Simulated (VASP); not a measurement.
Gd (hcp): the bulk modulus from VASP (plane waves, PAW) at several levels of theory. Static lattice, third-order Birch-Murnaghan fit over five volumes. The 4f electrons are frozen in the core of the lanthanide potential, so 4f levels, which can set the real gap, and their magnetism are missing. The measured value holds thermal and zero-point effects that the static calculation lacks.

| level | bulk modulus (GPa) | error against measurement |
|---|---|---|
| PBE | 36.6 | -3.4 % |
| PBEsol | 40.4 | +6.7 % |
| PBE-D3 (zero damping) | 37.6 | -0.7 % |
| vdW-DF-cx | 40.8 | +7.6 % |
| MS2 | 38.5 | +1.5 % |
| SCAN | 36.0 | -4.9 % |
| r2SCAN | 35.3 | -6.9 % |

Measured: 37.9 GPa (as given by Wikipedia, Gadolinium (infobox)).

The cell of the PBE run:

```cif
data_Gd2
_chemical_formula_sum 'Gd2'
_space_group_name_H-M_alt 'P63/mmc'
_space_group_IT_number 194
_space_group_name_Hall '-P 6c 2c'
_cell_length_a 3.64146
_cell_length_b 3.64146
_cell_length_c 5.72719
_cell_angle_alpha 90.000
_cell_angle_beta 90.000
_cell_angle_gamma 120.000
loop_
_atom_site_label
_atom_site_type_symbol
_atom_site_symmetry_multiplicity
_atom_site_Wyckoff_symbol
_atom_site_fract_x
_atom_site_fract_y
_atom_site_fract_z
_atom_site_occupancy
Gd1 Gd 2 c 0.33333 0.66667 0.25000 1
```

Only levels that ran to the end are used. Left out are those held back, those with too coarse a band path, GW runs whose mesh misses a band edge, hybrids' fits of cells that aren't cubic and levels without matching references; a question may draw on a part of the rest.

The compound is Gd in the hcp structure.
